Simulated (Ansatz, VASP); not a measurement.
# Cross-check of SnSeS between VASP and Ansatz

One calculation is typed for both programs; each brings its own data sets. How far apart do they land? The cell is taken from a series of runs on this material, whose earlier steps may have relaxed, scaled, displaced or heated it; both programs get it as it stands.

Program: Ansatz 0.2.0. Level of theory: plane waves, with VASP 6.6.1 beside it; zone-centre phonons at PBEsol. Results are calculated unless marked as measured.

### Step 1. The structure

It takes space group P3m1 (No. 156, trigonal). Conventional cell: a = 3.734 Å, b = 3.734 Å, c = 6.106 Å, α = 90.00°, β = 90.00°, γ = 120.00°. Sn has 3 S at 2.60 Å and 3 Se at 2.69 Å nearest. Nearest to Se lie 3 Sn at 2.69 Å. Nearest to S lie 3 Sn at 2.60 Å. Farther neighbours and most contacts between anions are not listed.

### Step 2. Ansatz: zone-centre phonons, PBEsol

Ansatz runs on its PAW soft_1 files.

Second derivatives magnify differences that forces hide, and they need a tight electronic threshold.

input.yaml

```yaml
crystal:
  lattice:
    - [3.7338239197, -2.866e-07, 0.0]
    - [-1.8669117116, 3.233586511, 0.0]
    - [0.0, 0.0, 6.1057871006]
  atoms:
    - { symbol: Sn, position: [0.3333333333, 0.6666666667, 0.0078435072] }
    - { symbol: Se, position: [0.0, 0.0, 0.7454315222] }
    - { symbol: S, position: [0.6666666667, 0.3333333333, 0.2467259705] }
kpoints:
  mp_grid: { grid: [9, 9, 4] }
hamiltonian:
  xc: pbesol
  pseudopotentials: { kind: paw, azcp: { folder: soft_1 }, xc_functional: pbe }
scf:
  occupations: { method: fixed }
output:
  eigenvalues: true
phonons:
  method: dfpt
  qmesh: [3, 3, 1]
  temperatures: { t_max: 1000, t_step: 50 }
  qpath:
    path:
      - [[0.0, 0.0, 0.0], [0.5, 0.0, 0.0], [0.33333333, 0.33333333, 0.0], [0.0, 0.0, 0.0], [0.0, 0.0, 0.5], [0.5, 0.0, 0.5], [0.33333333, 0.33333333, 0.5], [0.0, 0.0, 0.5]]
      - [[0.5, 0.0, 0.5], [0.5, 0.0, 0.0]]
      - [[0.33333333, 0.33333333, 0.5], [0.33333333, 0.33333333, 0.0]]
    npoints: 10
```

Run with:

```sh
> ansatz run input.yaml --threads 4 --pin off --max-ram 10240MiB --backend cpu --events-out ev --progress --plain --runs-dir out
```

Numbers of over 12 decimals in the logs are rounded to 6 here.

The program printed:

```text
Engine: ansatz 0.2.0, aarch64-unknown-linux-gnu
Pseudopotentials: kind: paw
Pseudopotential: Sn, paw, valence charge 14, recommended cutoff 420 eV (normal), soft_1/Sn.paw.azcp
Pseudopotential: Se, paw, valence charge 16, recommended cutoff 420 eV (normal), soft_1/Se.paw.azcp
Pseudopotential: S, paw, valence charge 6, recommended cutoff 420 eV (normal), soft_1/S.paw.azcp
Functional definition: PBEsol
  exchange = pbesol_x
  correlation = pbesol_c
Crystal: 3 atoms, lattice volume = 73.719 Å³
Basis set: ecut = 420 eV, 1449 PW (Γ), exchange–correlation on 50×50×90 points (8 copies of the dense FFT grid, shifted against one another)
Bands: 22, of which v1, the nominal top of the filled ones, is band 18 counted from 1 (17 counted from 0)
Symmetry: 6 space group operations
k-points: 43 of 324 (time reversal used)
Non-local potential: Sn, projectors of the file, l = 0: 2, l = 1: 2, l = 2: 2, l = 3: 1
Non-local potential: Se, projectors of the file, l = 0: 2, l = 1: 2, l = 2: 3, l = 3: 1
Non-local potential: S, projectors of the file, l = 0: 2, l = 1: 2, l = 2: 1
PAW form: soft (Blöchl's): semilocal exchange-correlation on the pseudo side does not see the compensation charge
PAW frozen core: Sn, regenerated for the run's functional, and the local potential with it (the file was generated under x = pbe(κ = 0.804, μ = 0.219515), c = pbe(β = 0.066725))
PAW frozen core: Se, regenerated for the run's functional, and the local potential with it (the file was generated under x = pbe(κ = 0.804, μ = 0.219515), c = pbe(β = 0.066725))
PAW frozen core: S, regenerated for the run's functional, and the local potential with it (the file was generated under x = pbe(κ = 0.804, μ = 0.219515), c = pbe(β = 0.066725))
PAW one-centre angular grid: Sn, 590 points (default); XC on 64 Gauss nodes
PAW one-centre angular grid: Se, 590 points (default); XC on 64 Gauss nodes
PAW one-centre angular grid: S, 110 points (default); XC on 64 Gauss nodes
Initial density: superposition of atomic densities (chi_scale 0.1, normalization cell, long waves kept (reshape's long-wave potential 0.09 eV rms))
Initial wavefunctions: pseudopotential atomic-orbital guess
Functional: x = pbesol(κ = 0.804, μ = 0.123457), c = pbesol(β = 0.046)
SCF iter   1: F=—  HF=-12260.477370 eV  |F-HF|=—  |Δ(HF+E_count)|=         —  Δρ=3.36e-2  dr2=1.62e0  ethr=3.10e-3  ⟨swp⟩=5.0  Hψ=3978  notcnv=0  defer=82
preconditioner: auto → Resta (q_TF=auto, 2.421 Å⁻¹)  ε∞=2.9  [insulator: Δε(μ)=0.603 eV  Ē_g=16.026 eV  n_scr=22 (ndim 8)  ℏωp=22.1 eV  f_vac=0.024  ε∞_Penn≈2.9]
SCF iter   2: F=—  HF=-12260.102381 eV  |F-HF|=—  |Δ(HF+E_count)|=   3.75e-1  Δρ=1.61e-2  dr2=1.48e-1  ethr=3.10e-3  ⟨swp⟩=2.2  Hψ=1525  notcnv=0  defer=63
SCF iter   3: F=—  HF=-12260.069642 eV  |F-HF|=—  |Δ(HF+E_count)|=   3.27e-2  Δρ=6.72e-3  dr2=2.34e-2  ethr=4.11e-4  ⟨swp⟩=2.4  Hψ=1478  notcnv=0  defer=83
SCF iter   4: F=—  HF=-12260.066161 eV  |F-HF|=—  |Δ(HF+E_count)|=   3.48e-3  Δρ=1.50e-3  dr2=1.92e-3  ethr=6.50e-5  ⟨swp⟩=2.5  Hψ=1787  notcnv=0  defer=86
SCF iter   5: F=—  HF=-12260.066191 eV  |F-HF|=—  |Δ(HF+E_count)|=   2.99e-5  Δρ=4.28e-4  dr2=1.30e-4  ethr=5.33e-6  ⟨swp⟩=2.0  Hψ=1806  notcnv=0  defer=86
SCF iter   6: F=—  HF=-12260.066330 eV  |F-HF|=—  |Δ(HF+E_count)|=   1.39e-4  Δρ=1.22e-4  dr2=1.23e-5  ethr=3.61e-7  ⟨swp⟩=2.0  Hψ=1266  notcnv=0  defer=84
SCF iter   7: F=—  HF=-12260.066346 eV  |F-HF|=—  |Δ(HF+E_count)|=   1.64e-5  Δρ=2.77e-5  dr2=7.93e-7  ethr=3.42e-8  ⟨swp⟩=3.0  Hψ=1730  notcnv=0
SCF iter   8: F=—  HF=-12260.066348 eV  |F-HF|=—  |Δ(HF+E_count)|=   2.09e-6  Δρ=1.15e-5  dr2=1.41e-7  ethr=2.20e-9  ⟨swp⟩=2.0  Hψ=1720  notcnv=0
SCF iter   9: F=—  HF=-12260.066349 eV  |F-HF|=—  |Δ(HF+E_count)|=   2.20e-7  Δρ=3.01e-6  dr2=1.11e-8  ethr=3.93e-10  ⟨swp⟩=2.0  Hψ=1666  notcnv=0
SCF iter  10: F=—  HF=-12260.066349 eV  |F-HF|=—  |Δ(HF+E_count)|=   1.95e-8  Δρ=9.39e-7  dr2=8.81e-10  ethr=3.09e-11  ⟨swp⟩=2.4  Hψ=1432  notcnv=0
SCF iter  11: F=—  HF=-12260.066349 eV  |F-HF|=—  |Δ(HF+E_count)|=   1.11e-9  Δρ=2.14e-7  dr2=5.25e-11  ethr=2.45e-12  ⟨swp⟩=2.0  Hψ=1720  notcnv=0
SCF iter  12: F=-12260.066349 eV  HF=-12260.066349 eV  |F-HF|=1.82e-12  |Δ(HF+E_count)|=  5.09e-11  Δρ=7.28e-8  dr2=6.14e-12  ethr=1.00e-12  ⟨swp⟩=9.4  Hψ=5692  notcnv=0
SCF 1 converged in 12 iterations: F = -12260.066349 eV  dr2 = 6.14e-12
  greatest PAW one-centre occupation: 1.000 electrons in one spin orbital (limit 2), on the Se atom at site 1 (counted from 0), in its partial waves of l = 2
NSCF: frozen V_eff on 43 k-points
NSCF: frozen V_eff on 95 k-points
DFPT response loops at q = (0, 0, 0) (fractional): preconditioner auto → Resta (q_TF=auto, 2.421 Å⁻¹)  ε∞=8.3 (no band partly filled); β = 1.00, the filter's whole step (`scf.mixing.beta` (0.50) is not read by the response loops at its default; to damp them type it under 1.00, their step now; it binds the ground state too); Broyden in place of MSR1
NSCF: frozen V_eff on 360 k-points
DFPT response loops at q = (0, 0.333333, 0) (fractional): mixed as the last ones told, above
NSCF: frozen V_eff on 342 k-points
DFPT response loops at q = (0.333333, 0.333333, 0) (fractional): mixed as the last ones told, above
SCF converged after 12 iterations
Free energy (F): -12260.066349 eV
Harris-Foulkes:  -12260.066349 eV  (|F-HF|=1.82e-12)
Internal energy: -12260.066349 eV  (E = F + TS)
E sigma→0 (E₀):  -12260.066349 eV
Fermi energy:    7.020423 eV
--- Per-component energies (eV) ---
  E_band       = -507.032287
  E_kinetic    = 384.601522
  E_local      = -4530.367820  (includes V_loc(G=0)·N_el)
  E_nonlocal   = -170.896073
  E_hartree    = 2293.843238
  E_xc         = -296.402146
  E_vxc        = -252.328932  (∫ρ·V_xc dr)
  E_paw        = -6976.720709  (= ΣΔE_a)
  E_vpaw       = -525.727353  (= ΣTr[D̂ρ^β])
  E_aug_tail   = -0.000089  (compensation charges beyond the density's cutoff)
  E_ewald      = -2965.479512
  E_core_change = 1.355241  (= ΣΔE_core)
  E_smearing   = -0.000000  (= −TS)
  E_closure    = 0.000000  (closes the sum)
  Σ components = -12260.066349   (vs F -12260.066349, Δ=0.00e0)
--- Band table (eV; the first three rows and the last of 43) ---
  k-point 0: bands = [... 14 lower, 6.0565, 6.8046, 6.9396, 6.9396, 8.2537, 10.2313, 11.9010, 11.9010]
  k-point 1: bands = [... 14 lower, 6.0428, 6.0428, 6.9798, 6.9798, 9.0272, 10.2612, 11.7751, 11.7751]
  k-point 2: bands = [... 14 lower, 6.0301, 6.0301, 7.0198, 7.0198, 9.5041, 10.2805, 11.6559, 11.6559]
  k-point 42: bands = [... 14 lower, 2.9418, 3.3199, 6.4376, 6.6027, 9.4937, 11.7214, 11.7699, 13.3803]
--- Phonons (Γ-DFPT): 6 representative perturbations + reference (Σ response iterations 18) ---
  ASR residual: 7.209e-5 → 0.000e0 eV/Å²; symmetrization residual: 1.810e-5 eV/Å²
  ASR residual per site (eV/Å²): 9.45e-6 7.21e-5 1.99e-5
  Γ frequencies (cm⁻¹): 0.00 0.00 0.00 139.97 139.97 186.93 186.93 218.69 309.55
--- Phonons (arbitrary-q DFPT): 3 irreducible q on the 3×3×1 mesh ---
  q = [0.0000, 0.0000, 0.0000] (star 1, of the zone-centre solve; hermiticity 1.12e-6, symmetrization 5.61e-7): -0.00 -0.00 0.00 139.97 139.97 186.93 186.93 218.69 309.55
  q = [0.0000, 0.3333, 0.0000] (star 6, 9 solved perturbations on 180 of 324 k-point pairs; hermiticity 3.59e-5, symmetrization 8.41e-7): 49.89 69.39 122.72 133.17 177.63 197.84 202.56 251.92 281.64
  q = [0.3333, 0.3333, 0.0000] (star 2, 6 solved perturbations in 714 linear systems a pass and spin channel, the states on 171 of 324 k-point pairs; hermiticity 2.64e-5, symmetrization 1.32e-5): 59.86 111.89 128.83 162.78 165.31 187.02 232.22 246.16 266.73
  sum rule: each row above includes the acoustic sum rule's correction from the zone centre's row sums; it moved no ω² by more than (0.50 cm⁻¹)²
  mesh force constants: q→R imaginary residual 0.00e0; ASR residual 7.209e-5 → 0.000e0 eV/Å²; symmetrization residual 7.105e-15 eV/Å²
  interpolated dispersion: 93 rows × 9 modes
  density of states and harmonic sums: on the 21×21×10 q-mesh, interpolated from the force constants of a 3×3×1 supercell (no non-analytic term)
  largest difference from the sums on the solved wave vectors: F 7.01e-2 eV, S 9.76e-5 and C_V 2.75e-5 eV/K
  zero-point energy: 0.092105 eV/cell   skipped modes (ω ≤ 0): 11, of them read as no rigid motion or as one in doubt: 8 (1.361e-2 modes/cell left out, lowest -17.82 cm⁻¹)   left out of the sums: 1.59e-3 of the cell's modes: C_V's classical limit lies that fraction below 3 k_B per atom; for a crystal, a wire or a layer, F and S can be off by more, and a phonons.interpolated_qmesh denser along its periods is the remedy for the sampling
```

[end of part 1 of 2]

[Lines on the potential files, build, host, timing and source positions are cut from VASP's logs without a mark.]

[Logs are printed without paths, hosts, clocks, repeated set-up lines and the standing remarks that a program may print on its own settings, such as how far it seeks lower states.]

[Hosts, paths, dates, database ids (printed as entryN), source tags and the programs' standing remarks are cut or masked in the printed files.]
